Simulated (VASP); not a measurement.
Input:

```
CdI2
1.0
    2.08940    -3.61894     0.00000
    2.08940     3.61894     0.00000
    0.00000     0.00000     6.69599
Cd I
1 2
Direct
  0.00000   0.00000   0.00000
  0.33333   0.66667   0.25230
  0.66667   0.33333   0.74770
```

Computed with LDA (Ceperley-Alder, Perdew-Zunger), VASP's LDA PAW potentials (set 64) (plane waves; VASP 6.6.1). Settings: 520 eV cut-off, Gaussian smearing of 0.050 eV, potentials Cd I.

Unless said otherwise, spin-orbit coupling is left out, though it shifts the bands of the heavy elements here.

### Question
Give the energies of bands 8 to 16 at the high-symmetry points, in eV from the valence-band maximum.

### Answer

| band | Γ | M | K | A | L | H |
|---|---|---|---|---|---|---|
| 8 | -4.09 | -4.15 | -4.18 | -3.17 | -4.29 | -4.00 |
| 9 | -0.35 | -3.02 | -2.37 | -1.87 | -3.56 | -2.97 |
| 10 | -0.35 | -2.27 | -2.37 | -0.51 | -1.46 | -2.97 |
| 11 | -0.19 | -1.71 | -2.14 | -0.51 | -1.33 | -2.59 |
| 12 | -0.19 | -0.86 | -1.29 | 0.00 | -0.57 | -0.27 |
| 13 | -0.12 | -0.13 | -1.29 | 0.00 | -0.54 | -0.27 |
| 14 | 2.37 | 2.59 | 2.51 | 3.67 | 2.25 | 3.51 |
| 15 | 4.22 | 4.79 | 7.05 | 4.30 | 4.67 | 5.31 |
| 16 | 6.21 | 5.63 | 7.05 | 5.96 | 5.58 | 5.31 |

The gap is indirect, 2.23 eV, from the valence maximum at A to the conduction minimum at L-M at 0.22.

The compound is CdI2 in the 1T layered structure. It was relaxed first, which changed the volume by -5 %.
